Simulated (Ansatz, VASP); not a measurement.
# ZrBr in two plane-wave programs, part 2 of 2

One calculation is typed for both programs; each brings its own data sets and cutoff. How far apart do they land? The structure shown is the end of the VASP relaxation below.

VASP 6.6.1 and Ansatz 0.2.0.

So far: Starting point; VASP: relaxation, PBEsol.

### Step 3. Ansatz: single point, PBEsol

Level of this step: Ansatz beside VASP: Kohn-Sham DFT, plane waves, PBEsol (Ansatz).

Ansatz runs on its default PAW (the set named soft_2) files.

The same cell, functional, mesh and smearing now go to Ansatz, which takes its cutoff from its data sets.

Contents of input.yaml:

```yaml
crystal:
  lattice:
    - [3.50310277, 0.0, 0.0]
    - [-1.75155139, 3.033776, 0.0]
    - [0.0, 0.0, 30.4371786]
  atoms:
    - { symbol: Br, position: [0.0, 0.0, 0.24640917] }
    - { symbol: Br, position: [0.0, 0.0, 0.44617074] }
    - { symbol: Br, position: [0.66666667, 0.33333333, 0.55436285] }
    - { symbol: Br, position: [0.66666667, 0.33333333, 0.75329939] }
    - { symbol: Zr, position: [0.33333333, 0.66666667, 0.30706316] }
    - { symbol: Zr, position: [0.66666667, 0.33333333, 0.38551676] }
    - { symbol: Zr, position: [0.0, 0.0, 0.61548689] }
    - { symbol: Zr, position: [0.33333333, 0.66666667, 0.69203945] }
hamiltonian:
  xc: pbesol
  pseudopotentials: { kind: paw }
kpoints:
  mp_grid: { grid: [9, 9, 1] }
scf:
  occupations: { method: gaussian, width: 0.05 }
  n_extra_bands: 6
efield:
  axis: 3
  dipole_correction: true
  ramp_width: 0.04
output:
  forces: true
  eigenvalues: true
```

Launch:

```sh
ansatz run input.yaml --threads 4 --pin off --max-ram 9216MiB --backend cpu --events-out ev --progress --plain --runs-dir out
```

Numbers of over 12 decimals in the logs are rounded to 6 here.

What it wrote:

```text
scf.n_extra_bands = 6 over 38 filled bands (N_el = 76.0): the run solves 44 bands
Engine: ansatz 0.2.0, aarch64-unknown-linux-gnu
Pseudopotentials: kind: paw
Pseudopotential: Br, paw, valence charge 7, recommended cutoff 420 eV (normal), Br.paw.azcp
Pseudopotential: Zr, paw, valence charge 12, recommended cutoff 420 eV (normal), Zr.paw.azcp
Functional definition: PBEsol
  exchange = pbesol_x
  correlation = pbesol_c
Crystal: 8 atoms, lattice volume = 323.475 Å³
Basis set: ecut = 420 eV, 6263 PW (Γ), exchange–correlation on 48×48×432 points (8 copies of the dense FFT grid, shifted against one another)
Bands: 44, of which v1, the nominal top of the filled ones, is band 38 counted from 1 (37 counted from 0)
Symmetry: 6 space group operations
Space group: P3m1 (ITA 156), of the structure as read, at distance tolerance 6.9e-5 Å
k-points: 12 of 81 (time reversal used)
Non-local potential: Br, projectors of the file, l = 0: 2, l = 1: 2, l = 2: 2
Non-local potential: Zr, projectors of the file, l = 0: 3, l = 1: 2, l = 2: 2, l = 3: 2
PAW form: soft (Blöchl's): semilocal exchange-correlation on the pseudo side does not see the compensation charge
PAW frozen core: Br, regenerated for the run's functional, and the local potential with it (the file was generated under x = pbe(κ = 0.804, μ = 0.219515), c = pbe(β = 0.066725))
PAW frozen core: Zr, regenerated for the run's functional, and the local potential with it (the file was generated under x = pbe(κ = 0.804, μ = 0.219515), c = pbe(β = 0.066725))
PAW one-centre angular grid: Br, 110 points (default); XC on 64 Gauss nodes
PAW one-centre angular grid: Zr, 590 points (default); XC on 64 Gauss nodes
Initial density: superposition of atomic densities (neutral atoms: chi_scale 0, normalization atom), corrected by the library's trained network
Initial wavefunctions: pseudopotential atomic-orbital guess
Functional: x = pbesol(κ = 0.804, μ = 0.123457), c = pbesol(β = 0.046)
SCF iter   1: F=—  HF=-27468.757634 eV  |F-HF|=—  |Δ(HF+E_count)|=         —  Δρ=3.07e-3  dr2=5.55e-2  ethr=1.77e-3  p=-0.003 e·Å  D=-1.88e-3 V/Å  ΔV_dip=0.06 eV  dr2_dipole=1.77e-2  V_vac-E_F(+/−)=3.11/3.06 eV  ⟨swp⟩=8.4  Hψ=2292  notcnv=0
efield: sawtooth ramp at fractional position 0.9799 (placed from the atoms, in the widest stretch of the axis that holds none; the zero of the levels goes with the place), width 0.0400; the density the first Hamiltonian is built on has a dipole p = -0.003 e·Å; the dipole correction subtracts the counter field D = -1.88e-3 V/Å, which shifts the + side's vacuum level by +0.06 eV against the − side's; the planar-averaged density in the ramp window peaks in size at 3.0e-5 e/Å³
preconditioner: auto → LDOS  [insulator: Δε(μ)=0.101 eV  Ē_g=7.396 eV  σ=0.050 eV  W_gap=0.65  n_scr=50 (ndim 8)  ℏωp=13.7 eV  f_vac=0.389  D(μ)=1.63/eV (n_scr^D=8)  ε∞_Penn≈4.4  β→1.0]
SCF iter   2: F=—  HF=-27469.080696 eV  |F-HF|=—  |Δ(HF+E_count)|=   3.23e-1  Δρ=9.01e-3  dr2=1.30e1  ethr=7.30e-5  p=0.069 e·Å  D=3.88e-2 V/Å  ΔV_dip=-1.18 eV  dr2_dipole=8.21e0  V_vac-E_F(+/−)=3.39/4.57 eV  ⟨swp⟩=3.8  Hψ=1290  notcnv=0  defer=16
SCF iter   3: F=—  HF=-27468.804756 eV  |F-HF|=—  |Δ(HF+E_count)|=   2.76e-1  Δρ=3.67e-3  dr2=1.15e0  ethr=7.30e-5  p=-0.000 e·Å  D=-9.01e-5 V/Å  ΔV_dip=0.00 eV  dr2_dipole=5.59e-1  V_vac-E_F(+/−)=3.76/3.76 eV  ⟨swp⟩=3.4  Hψ=966  notcnv=0  defer=18
SCF iter   4: F=—  HF=-27468.778403 eV  |F-HF|=—  |Δ(HF+E_count)|=   2.64e-2  Δρ=2.60e-3  dr2=2.46e-1  ethr=7.30e-5  p=0.001 e·Å  D=4.34e-4 V/Å  ΔV_dip=-0.01 eV  dr2_dipole=2.92e-4  V_vac-E_F(+/−)=3.58/3.60 eV  ⟨swp⟩=3.7  Hψ=1165  notcnv=0  defer=18
SCF iter   5: F=—  HF=-27468.770492 eV  |F-HF|=—  |Δ(HF+E_count)|=   7.91e-3  Δρ=1.83e-3  dr2=1.33e-1  ethr=7.30e-5  p=-0.004 e·Å  D=-2.25e-3 V/Å  ΔV_dip=0.07 eV  dr2_dipole=2.67e-2  V_vac-E_F(+/−)=3.59/3.52 eV  ⟨swp⟩=2.3  Hψ=680  notcnv=0  defer=18
SCF iter   6: F=—  HF=-27468.763570 eV  |F-HF|=—  |Δ(HF+E_count)|=   6.92e-3  Δρ=5.58e-4  dr2=1.33e-2  ethr=7.30e-5  p=0.003 e·Å  D=1.56e-3 V/Å  ΔV_dip=-0.05 eV  dr2_dipole=6.86e-3  V_vac-E_F(+/−)=3.51/3.55 eV  ⟨swp⟩=2.0  Hψ=613  notcnv=0  defer=18
SCF iter   7: F=—  HF=-27468.763596 eV  |F-HF|=—  |Δ(HF+E_count)|=   2.66e-5  Δρ=2.52e-4  dr2=3.96e-3  ethr=1.75e-5  p=0.005 e·Å  D=2.87e-3 V/Å  ΔV_dip=-0.09 eV  dr2_dipole=2.80e-3  V_vac-E_F(+/−)=3.50/3.59 eV  ⟨swp⟩=1.1  Hψ=520  notcnv=0  defer=18
SCF iter   8: F=—  HF=-27468.763534 eV  |F-HF|=—  |Δ(HF+E_count)|=   6.27e-5  Δρ=1.04e-4  dr2=7.30e-5  ethr=5.21e-6  p=0.003 e·Å  D=1.54e-3 V/Å  ΔV_dip=-0.05 eV  dr2_dipole=8.16e-6  V_vac-E_F(+/−)=3.53/3.58 eV  ⟨swp⟩=1.2  Hψ=543  notcnv=0  defer=18
SCF iter   9: F=—  HF=-27468.763788 eV  |F-HF|=—  |Δ(HF+E_count)|=   2.54e-4  Δρ=6.34e-5  dr2=1.04e-4  ethr=9.60e-8  p=0.003 e·Å  D=1.74e-3 V/Å  ΔV_dip=-0.05 eV  dr2_dipole=5.34e-5  V_vac-E_F(+/−)=3.53/3.58 eV  ⟨swp⟩=2.2  Hψ=765  notcnv=0  defer=18
SCF iter  10: F=—  HF=-27468.763787 eV  |F-HF|=—  |Δ(HF+E_count)|=   1.11e-6  Δρ=3.05e-5  dr2=1.45e-5  ethr=9.60e-8  p=0.003 e·Å  D=1.75e-3 V/Å  ΔV_dip=-0.05 eV  dr2_dipole=7.41e-6  V_vac-E_F(+/−)=3.53/3.58 eV  ⟨swp⟩=1.0  Hψ=508  notcnv=0  defer=18
SCF iter  11: F=—  HF=-27468.763787 eV  |F-HF|=—  |Δ(HF+E_count)|=   5.82e-7  Δρ=6.43e-6  dr2=3.42e-7  ethr=1.91e-8  p=0.003 e·Å  D=1.81e-3 V/Å  ΔV_dip=-0.06 eV  dr2_dipole=2.15e-7  V_vac-E_F(+/−)=3.52/3.58 eV  ⟨swp⟩=2.0  Hψ=542  notcnv=0  defer=18
SCF iter  12: F=-27468.763787 eV  HF=-27468.763787 eV  |F-HF|=1.10e-8  |Δ(HF+E_count)|=   1.84e-7  Δρ=2.59e-6  dr2=4.07e-8  ethr=1.32e-10  p=0.003 e·Å  D=1.79e-3 V/Å  ΔV_dip=-0.05 eV  dr2_dipole=1.01e-8  V_vac-E_F(+/−)=3.52/3.58 eV  ⟨swp⟩=13.2  Hψ=2753  notcnv=0
SCF 1 converged in 12 iterations: F = -27468.763787 eV  dr2 = 4.07e-8
  greatest PAW one-centre occupation: 0.996 electrons in one spin orbital (limit 2), on the Zr atom at site 7 (counted from 0), in its partial waves of l = 0
SCF converged after 12 iterations
Free energy (F): -27468.763787 eV
Harris-Foulkes:  -27468.763787 eV  (|F-HF|=1.10e-8)
Internal energy: -27468.760783 eV  (E = F + TS)
E sigma→0 (E₀):  -27468.762285 eV
Entropy (-TS):   -0.003004 eV (-0.376 meV/atom)
Fermi energy:    4.955672 eV
Dipole field:    D = 0.001686 V/Å  (p = 0.003015 e·Å, saw-weighted, corrected)
Work function:   Φ+ = 3.5262 eV   Φ− = 3.5775 eV
Levels:          The Fermi level and band energies are counted from a zero that moves with the ramp; work functions are not
--- Per-component energies (eV) ---
  E_band       = -959.640920
  E_kinetic    = 1864.231283
  E_local      = -47693.336814  (includes V_loc(G=0)·N_el)
  E_nonlocal   = 608.358910
  E_hartree    = 22905.582579
  E_xc         = -1688.424629
  E_vxc        = -1177.384462  (∫ρ·V_xc dr)
  E_paw        = -20411.703344  (= ΣΔE_a)
  E_vpaw       = -372.668155  (= ΣTr[D̂ρ^β])
  E_aug_tail   = 0.000090  (compensation charges beyond the density's cutoff)
  E_efield     = 0.000003  (sawtooth field / dipole correction)
  E_vefield    = -0.000716  (∫n·V_field dr)
  E_ewald      = 16945.499176
  E_core_change = 1.031963  (= ΣΔE_core)
  E_smearing   = -0.003004  (= −TS)
  E_closure    = 0.000000  (closes the sum)
  Σ components = -27468.763787   (vs F -27468.763787, Δ=0.00e0)
--- Forces (eV/Å), atoms counted from 1 ---
  atom   1  Br    -0.00000000     0.00000000    -0.07756474
  atom   2  Br     0.00000000    -0.00000000     0.04392395
  atom   3  Br    -0.00000000     0.00000000     0.05046655
  atom   4  Br     0.00000000     0.00000000    -0.04143206
  atom   5  Zr    -0.00000000     0.00000000     0.52082113
  atom   6  Zr     0.00000000     0.00000000    -0.53119431
  atom   7  Zr    -0.00000000     0.00000000     0.02477646
  atom   8  Zr     0.00000000     0.00000000     0.01020830
  max |Σ_I F_I| component: 5.28e-6 eV/Å
--- Band table (eV; the first three rows and the last of 12) ---
  k-point 0: bands = [... 34 lower, 3.1134, 3.4102, 5.0752, 5.0752, 5.2351, 5.2351, 5.5560, 5.5863, ... 2 higher]
  k-point 1: bands = [... 34 lower, 3.1790, 3.3990, 4.7277, 4.8866, 5.1153, 5.2795, 5.6206, 5.6914, ... 2 higher]
  k-point 2: bands = [... 34 lower, 3.2518, 3.4149, 4.1876, 4.3382, 5.3496, 5.4222, 5.4845, 5.5239, ... 2 higher]
  k-point 11: bands = [... 34 lower, 3.8258, 3.8277, 3.9433, 3.9441, 5.8831, 6.0200, 6.1408, 6.2446, ... 2 higher]
```

Run time: 6 s. Hardware: 4 threads of Arm Neoverse V2, shared host; peak memory 0.66 GiB.

### Step 4. Side by side

Known differences besides the potentials themselves: the cutoff is 420 eV in Ansatz and 300 eV in VASP (PREC = Normal); Ansatz makes its cores anew for this functional, VASP keeps those of its PBE data sets; VASP leaves aspherical gradient terms in its spheres out (LASPH is not set), Ansatz keeps them. Total energies have different zeros and are not compared.

Forces (eV/Å; atoms numbered as in POSCAR):

| atom | Ansatz x, y, z | VASP x, y, z |
| --- | --- | --- |
| Br1 | 0.000, 0.000, -0.078 | 0.000, 0.000, -0.103 |
| Br2 | 0.000, 0.000, 0.044 | 0.000, 0.000, 0.067 |
| Br3 | 0.000, 0.000, 0.050 | 0.000, 0.000, 0.027 |
| Br4 | 0.000, 0.000, -0.041 | 0.000, 0.000, -0.017 |
| Zr5 | 0.000, 0.000, 0.521 | 0.000, 0.000, 0.519 |
| Zr6 | 0.000, 0.000, -0.531 | 0.000, 0.000, -0.529 |
| Zr7 | 0.000, 0.000, 0.025 | 0.000, 0.000, 0.016 |
| Zr8 | 0.000, 0.000, 0.010 | 0.000, 0.000, 0.020 |

The forces differ by 10 meV/Å r.m.s., which is 6.6 % of the r.m.s. force of 0.15 eV/Å (both taken over all components, held atoms included). VASP's last cycles still show a density residual of 5e-03, so its state may not be settled.

### Step 5. Ansatz: band structure, PBEsol

A single point gives forces, pressure and levels at one fixed geometry, so differences don't come from the geometry; what else differs is listed under the comparison.

Contents of input.yaml:

```yaml
crystal:
  lattice:
    - [3.5031027748, 0.0, 0.0]
    - [-1.7515513874, 3.033775995, 0.0]
    - [0.0, 0.0, 30.4371786]
  atoms:
    - { symbol: Br, position: [0.0, 0.0, 0.24640917] }
    - { symbol: Br, position: [0.0, 0.0, 0.44617074] }
    - { symbol: Br, position: [0.66666667, 0.33333333, 0.5543628452] }
    - { symbol: Br, position: [0.66666667, 0.33333333, 0.7532993851] }
    - { symbol: Zr, position: [0.33333333, 0.66666667, 0.30706316] }
    - { symbol: Zr, position: [0.66666667, 0.33333333, 0.38551676] }
    - { symbol: Zr, position: [0.0, 0.0, 0.6154868864] }
    - { symbol: Zr, position: [0.33333333, 0.66666667, 0.6920394503] }
hamiltonian:
  xc: pbesol
  pseudopotentials: { kind: paw }
kpoints:
  mp_grid: { grid: [9, 9, 1] }
  band_path:
    path:
      - [0.0, 0.0, 0.0]
      - [0.03846, 0.0, 0.0]
      - [0.07692, 0.0, 0.0]
      - [0.15385, 0.0, 0.0]
      - [0.19231, 0.0, 0.0]
      - [0.26923, 0.0, 0.0]
      - [0.30769, 0.0, 0.0]
      - [0.34615, 0.0, 0.0]
      - [0.42308, 0.0, 0.0]
      - [0.46154, 0.0, 0.0]
      - [0.5, 0.0, 0.0]
      - [0.48718, 0.02564, 0.0]
      - [0.47436, 0.05128, 0.0]
      - [0.44872, 0.10256, 0.0]
      - [0.4359, 0.12821, 0.0]
      - [0.41026, 0.17949, 0.0]
      - [0.39744, 0.20513, 0.0]
      - [0.37179, 0.25641, 0.0]
      - [0.35897, 0.28205, 0.0]
      - [0.34615, 0.30769, 0.0]
      - [0.33333, 0.33333, 0.0]
      - [0.30769, 0.30769, 0.0]
      - [0.25641, 0.25641, 0.0]
      - [0.23077, 0.23077, 0.0]
      - [0.20513, 0.20513, 0.0]
      - [0.15385, 0.15385, 0.0]
      - [0.12821, 0.12821, 0.0]
      - [0.07692, 0.07692, 0.0]
      - [0.05128, 0.05128, 0.0]
      - [0.0, 0.0, 0.0]
    npoints: 1
scf:
  occupations: { method: gaussian, width: 0.05 }
  n_extra_bands: 10
efield:
  axis: 3
  dipole_correction: true
  ramp_width: 0.04
output:
  forces: true
  eigenvalues: true
```

What it wrote:

```text
[...]
Crystal: 8 atoms, lattice volume = 323.475 Å³
Basis set: ecut = 420 eV, 6263 PW (Γ), exchange–correlation on 48×48×432 points (8 copies of the dense FFT grid, shifted against one another)
Bands: 48, of which v1, the nominal top of the filled ones, is band 38 counted from 1 (37 counted from 0)
Symmetry: 6 space group operations
[...]
k-point 0: bands = [... 34 lower, 3.1133, 3.4102, 5.0752, 5.0752, 5.2351, 5.2351, 5.5560, 5.5863, ... 6 higher]
  k-point 1: bands = [... 34 lower, 3.1790, 3.3990, 4.7277, 4.8866, 5.1153, 5.2795, 5.6206, 5.6914, ... 6 higher]
  k-point 2: bands = [... 34 lower, 3.2518, 3.4149, 4.1876, 4.3382, 5.3496, 5.4222, 5.4845, 5.5239, ... 6 higher]
  k-point 11: bands = [... 34 lower, 3.8258, 3.8277, 3.9433, 3.9441, 5.8831, 6.0199, 6.1407, 6.2446, ... 6 higher]
[key lines of the parts left out:]
SCF converged after 12 iterations
Free energy (F): -27468.763787 eV
Fermi energy:    4.955666 eV
Dipole field:    D = 0.001674 V/Å  (p = 0.002992 e·Å, saw-weighted, corrected)
Work function:   Φ+ = 3.5265 eV   Φ− = 3.5774 eV
```

Elapsed: 13 s, on 4 threads; peak memory 0.82 GiB.

### Step 6. VASP: band structure, PBEsol

The same cell, functional, mesh and smearing now go to VASP, with its own data sets and cutoff.

Contents of INCAR:

```
SYSTEM = ZrBr
PREC = Normal
ENCUT = 300
EDIFF = 1E-06
NELM = 120
ISMEAR = 0
SIGMA = 0.05
LREAL = .FALSE.
ALGO = Fast
GGA = PS
NBANDS = 59
LORBIT = 11
LWAVE = .TRUE.
LCHARG = .TRUE.
IDIPOL = 3
LDIPOL = .TRUE.
DIPOL = 0.5 0.5 0.5
LVHAR = .TRUE.
LVACPOTAV = .TRUE.
LELF = .TRUE.
NEDOS = 1500
```

Contents of POSCAR:

```
ZrBr
1.0
    3.5031027748      0.0000000000      0.0000000000
   -1.7515513874      3.0337759950      0.0000000000
    0.0000000000      0.0000000000     30.4371786000
Br Zr
4 4
Direct
    0.0000000000      0.0000000000      0.2464091700
    0.0000000000      0.0000000000      0.4461707400
    0.6666666700      0.3333333300      0.5543628452
    0.6666666700      0.3333333300      0.7532993851
    0.3333333300      0.6666666700      0.3070631600
    0.6666666700      0.3333333300      0.3855167600
    0.0000000000      0.0000000000      0.6154868864
    0.3333333300      0.6666666700      0.6920394503
```

Contents of KPOINTS:

```
Automatic mesh
0
Gamma
9 9 1
0 0 0
```

Contents of KPOINTS_OPT:

```
Line mode
14
Line-mode
Reciprocal
  0.00000000   0.00000000   0.00000000 GAMMA
  0.50000000   0.00000000   0.00000000 M

  0.50000000   0.00000000   0.00000000 M
  0.33333333   0.33333333   0.00000000 K

  0.33333333   0.33333333   0.00000000 K
  0.00000000   0.00000000   0.00000000 GAMMA
```

PAW data sets: Br and Zr_sv (PBE family, release 64).

Launch:

```sh
mpirun -np 2 vasp_std
```

What it wrote:

```text
[banner, memory and clock lines left out]
running    2 mpi-ranks, on    1 nodes
[...]
[... a notice as in an earlier step ...]

 LDA part: xc-table for (Slater+PW92), standard interpolation
|                                                                             |
|           W    W    AA    RRRRR   N    N  II  N    N   GGGG   !!!           |
|           W    W   A  A   R    R  NN   N  II  NN   N  G    G  !!!           |
|           W    W  A    A  R    R  N N  N  II  N N  N  G       !!!           |
|           W WW W  AAAAAA  RRRRR   N  N N  II  N  N N  G  GGG   !            |
|           WW  WW  A    A  R   R   N   NN  II  N   NN  G    G                |
|           W    W  A    A  R    R  N    N  II  N    N   GGGG   !!!           |
|                                                                             |
|     The number of bands has been changed from the values supplied in        |
|     The orbitals not found in the WAVECAR file will be initialized with     |
|     random numbers, which is usually adequate. For correlated               |
[...]
1 F= -.52030945E+02 E0= -.52029458E+02  d E =-.297500E-02
 Start KPOINTS_OPT (optional k-point list driver)
k-point batch [1-12\42]
       N       E                     dE             ncg
DAV:   1    -0.687625961878E+04   -0.14969E+05     1728
DAV:   2    -0.127378254751E+05   -0.58616E+04     1748
DAV:   3    -0.133740560393E+05   -0.63623E+03     2048
DAV:   4    -0.134409432894E+05   -0.66887E+02     2272
DAV:   5    -0.134435542462E+05   -0.26110E+01     1920
DAV:   6    -0.134435984080E+05   -0.44162E-01     2096
DAV:   7    -0.134435998741E+05   -0.14661E-02     1992
DAV:   8    -0.134435998946E+05   -0.20523E-04     1896
DAV:   9    -0.134435998951E+05   -0.53895E-06     1300
[...]
k-point batch [37-42\42]
       N       E                     dE             ncg
DAV:   1     0.602762493762E+04   -0.43704E+04      848
DAV:   2     0.297769792872E+04   -0.30499E+04      864
DAV:   3     0.263625797899E+04   -0.34144E+03     1040
DAV:   4     0.260074400711E+04   -0.35514E+02     1072
DAV:   5     0.259944882377E+04   -0.12952E+01     1004
DAV:   6     0.259942966155E+04   -0.19162E-01     1032
DAV:   7     0.259942902672E+04   -0.63483E-03      972
DAV:   8     0.259942901667E+04   -0.10053E-04      952
DAV:   9     0.259942901645E+04   -0.21761E-06      680
 writing wavefunctions
```

From OUTCAR (step 6):

```text
  Total       -1.6214063     -1.6214063     -0.9165183     -0.0000000      0.0000000      0.0000000
  in kB       -8.0308525     -8.0308525     -4.5395305     -0.0000000      0.0000000      0.0000000
  external PRESSURE =      -6.8670785 kB  Pullay stress =       0.0000000 kB

 POSITION                                       TOTAL-FORCE (eV/Angst)
 -----------------------------------------------------------------------------------
      0.00000      0.00000      7.50000        -0.000000      0.000000     -0.103340
      0.00000      0.00000     13.58018        -0.000000      0.000000      0.067427
      1.75155      1.01126     16.87324        -0.000000     -0.000000      0.028085
      1.75155      1.01126     22.92831        -0.000000     -0.000000     -0.017122
     -0.00000      2.02252      9.34614         0.000000      0.000000      0.518966
      1.75155      1.01126     11.73404         0.000000     -0.000000     -0.529578
      0.00000      0.00000     18.73368        -0.000000      0.000000      0.018334
     -0.00000      2.02252     21.06373         0.000000     -0.000000      0.017228
 -----------------------------------------------------------------------------------
    total drift:                                0.000009     -0.000006     -0.000785

  FREE ENERGIE OF THE ION-ELECTRON SYSTEM (eV)
  ---------------------------------------------------
  free  energy   TOTEN  =       -52.0309450663 eV

  energy  without entropy=      -52.0279700615  energy(sigma->0) =      -52.02945756

[... 1 part as in an earlier step ...]

[... 2 further parts left out ...]
[key lines of the parts left out:]
E-fermi :   2.7313
```

### Step 7. Comparison

The two programs side by side:

| quantity | Ansatz | VASP | difference |
| --- | --- | --- | --- |
| work function, lower of the two faces (eV) | 3.53 | 3.52 | 0.00 |
| work function, higher of the two faces (eV) | 3.58 | 3.58 | 0.00 |

Forces (eV/Å; atoms numbered as in POSCAR):

| atom | Ansatz x, y, z | VASP x, y, z |
| --- | --- | --- |
| Br1 | 0.000, 0.000, -0.078 | 0.000, 0.000, -0.103 |
| Br2 | 0.000, 0.000, 0.044 | 0.000, 0.000, 0.067 |
| Br3 | 0.000, 0.000, 0.050 | 0.000, 0.000, 0.028 |
| Br4 | 0.000, 0.000, -0.041 | 0.000, 0.000, -0.017 |
| Zr5 | 0.000, 0.000, 0.521 | 0.000, 0.000, 0.519 |
| Zr6 | 0.000, 0.000, -0.531 | 0.000, 0.000, -0.530 |
| Zr7 | 0.000, 0.000, 0.025 | 0.000, 0.000, 0.018 |
| Zr8 | 0.000, 0.000, 0.010 | 0.000, 0.000, 0.017 |

The forces differ by 10 meV/Å r.m.s., which is 6.5 % of the r.m.s. force of 0.15 eV/Å (both taken over all components). Levels from 3 eV below to 2 eV above the Fermi level differ by 34 meV r.m.s. and 400 meV at most; each VASP level is matched to the nearest of Ansatz, which flatters the figure a little. VASP's log warns that it found no field-free region in the vacuum, so its work functions are uncertain.

### Step 8. Summary of results

| Quantity | Value |
| --- | --- |
| r.m.s. force difference (single point, PBEsol) | 10 meV/Å |
| r.m.s. difference of levels near the Fermi level (band structure, PBEsol) | 34 meV |
| r.m.s. force difference (band structure, PBEsol) | 10 meV/Å |

The r.m.s. force difference is 10 meV/Å (single point, PBEsol), within the 12 meV/Å picked in this series as the mark of a large difference. How closely two codes agree says nothing of how well the functional describes the real material.

[Lines on the potential files, build, host, timing and source positions are cut from VASP's logs without a mark.]

[Logs are printed without paths, hosts, clocks, repeated set-up lines and the standing remarks that a program may print on its own settings, such as how far it seeks lower states.]

[Hosts, paths, dates, database ids (printed as entryN), source tags and the programs' standing remarks are cut or masked in the printed files.]
